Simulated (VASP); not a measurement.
All values below come from PW91 GGA, VASP's PBE PAW potentials (set 64) (plane waves; VASP).

The input files of a VASP run:

POSCAR:
```
Au
1
    0.0000000000     2.0824569434     2.0824569434
    2.0824569434    -0.0000000000     2.0824569434
    2.0824569434     2.0824569434     0.0000000000
Au
1
Direct
  0.0000000000   0.0000000000   0.0000000000
```

**KPOINTS**
```
Automatic mesh
0
Gamma
14 14 14
0 0 0
```

INCAR:
```
NSW = 60   ! most ionic steps
SIGMA = 0.1   ! width (eV)
ISIF = 3
LREAL = .FALSE.
ENCUT = 520
EDIFFG = -0.01
SYSTEM = Au
LCHARG = .FALSE.
LWAVE = .FALSE.
LASPH = .TRUE.   ! aspherical one-centre terms
LMAXMIX = 6
ALGO = Normal   ! blocked Davidson
PREC = Accurate
IBRION = 2   ! conjugate gradients
ISMEAR = 1
GGA = 91   ! PW91
NELM = 100
EDIFF = 1E-6
```

POTCAR, in this order: Au (PBE.64 set). Program: vasp_std.

Output

**OSZICAR**
```
       N       E                     dE             d eps       ncg     rms          rms(c)
DAV:   1     0.431683196903E+02    0.43168E+02   -0.57323E+03  2040   0.108E+03
DAV:   2    -0.313268897991E+01   -0.46301E+02   -0.43733E+02  1940   0.199E+02
DAV:   3    -0.356515000504E+01   -0.43246E+00   -0.43224E+00  2195   0.198E+01
DAV:   4    -0.356642961159E+01   -0.12796E-02   -0.12796E-02  2147   0.115E+00
DAV:   5    -0.356643699784E+01   -0.73863E-05   -0.73862E-05  2164   0.845E-02    0.789E+00
DAV:   6    -0.326753543626E+01    0.29890E+00   -0.10419E+00  1914   0.982E+00    0.493E+00
DAV:   7    -0.324968351641E+01    0.17852E-01   -0.72872E-02  2025   0.256E+00    0.255E+00
DAV:   8    -0.324749728159E+01    0.21862E-02   -0.13443E-03  1993   0.404E-01    0.272E-01
DAV:   9    -0.324747482332E+01    0.22458E-04   -0.13353E-05  2053   0.407E-02    0.325E-02
DAV:  10    -0.324747928574E+01   -0.44624E-05   -0.22489E-06  2036   0.185E-02    0.570E-03
DAV:  11    -0.324747917513E+01    0.11061E-06   -0.45738E-08  1001   0.218E-03
   1 F= -.32474792E+01 E0= -.32476681E+01  d E =-.324748E+01
```

**OUTCAR**
```
------------------------ aborting loop because EDIFF is reached ----------------------------------------
  FORCE on cell =-STRESS in cart. coord.  units (eV):
  Direction    XX          YY          ZZ          XY          YZ          ZX
  --------------------------------------------------------------------------------------
  Total       -0.0061228     -0.0061228     -0.0061228      0.0000000      0.0000000     -0.0000000
  in kB       -0.5431256     -0.5431256     -0.5431256      0.0000000      0.0000000     -0.0000000
  external PRESSURE =      -0.5431256 kB  Pullay stress =       0.0000000 kB
  volume of cell :       18.06
      direct lattice vectors                 reciprocal lattice vectors
     0.000000000  2.082456943  2.082456943    -0.240101003  0.240101003  0.240101003
     2.082456943  0.000000000  2.082456943     0.240101003 -0.240101003  0.240101003
     2.082456943  2.082456943  0.000000000     0.240101003  0.240101003 -0.240101003
 POSITION                                       TOTAL-FORCE (eV/Angst)
 -----------------------------------------------------------------------------------
      0.00000      0.00000      0.00000         0.000000     -0.000000      0.000000
 -----------------------------------------------------------------------------------
    total drift:                               -0.000000     -0.000000     -0.000000
  FREE ENERGIE OF THE ION-ELECTRON SYSTEM (eV)
  ---------------------------------------------------
  free  energy   TOTEN  =        -3.2474791751 eV

  energy  without entropy=       -3.2480460144  energy(sigma->0) =       -3.24766812

 reached required accuracy - stopping structural energy minimisation
```
(Selected blocks of OUTCAR.)

The compound is Au in the fcc structure. It was relaxed first, which changed the volume by +6 %. The start is the result of an earlier pass.
